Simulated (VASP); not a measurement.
Level of theory: PBEsol GGA, VASP's PBE PAW potentials (set 64) (plane waves; VASP). For the first row: Settings: 400 eV cut-off, 9×9×9 Γ-centred mesh, tetrahedra with Blöchl corrections, potentials Mg Al.

| system | energy (eV/atom) |
|---|---|
| Mg3Al (space group Fm-3m) | -2.2668 |
| Mg (hcp) | -1.7234 |
| Al (fcc) | -4.0930 |

The references are the elements' solids at the same level; no temperature or zero-point terms are added.

Problem. What is the formation energy per atom of Mg3Al?

Solution. The references average (3×(-1.7234) + 1×(-4.0930))/4 = -2.3158 eV, so the formation energy is -2.2668 − (-2.3158) = 0.049 eV/atom.
